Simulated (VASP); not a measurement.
The system is Au.

```
CELL_PARAMETERS angstrom
0.00000 2.05850 2.05850
2.05850 0.00000 2.05850
2.05850 2.05850 0.00000
ATOMIC_POSITIONS crystal
Au 0.00000 0.00000 0.00000
```

- Program: VASP 6.6.1
- Task: relaxation of cell and atoms
- Functional: RPBE
- Potentials or basis: VASP PAW PBE potentials, release 64 (Au)
- Cutoff: 600 eV
- k mesh: 18 × 18 × 18
- Occupations: gaussian, width 0.1 eV
- Spin: no spin polarisation

At the start: pressure 8.4 GPa; volume 17.45 Å³/atom.

Q: Where does the relaxation end?

A: Over 4 steps the energy falls by 25.0 meV/atom and the volume is 18.47 Å³/atom (+5.8 %); space group Fm-3m (No. 225, to 0.05 Å).

Step by step:
| step | energy change (eV) | largest force (eV/Å) | pressure (GPa) | volume (Å³) |
| --- | --- | --- | --- | --- |
| 1 | 0.0000 | 0.0000 | 8.36 | 17.45 |
| 2 | 0.0077 | 0.0000 | -6.94 | 19.85 |
| 3 | -0.0250 | 0.0000 | -0.10 | 18.49 |
| 4 | -0.0250 | 0.0000 | 0.04 | 18.47 |

Final structure:
```
Au
1.0
     0.00000    2.09786    2.09786
     2.09786    0.00000    2.09786
     2.09786    2.09786    0.00000
Au
1
Direct
  0.00000 0.00000 0.00000
```

Caveat: the PAW data sets were made with another functional, which shifts forces and pressure a little.
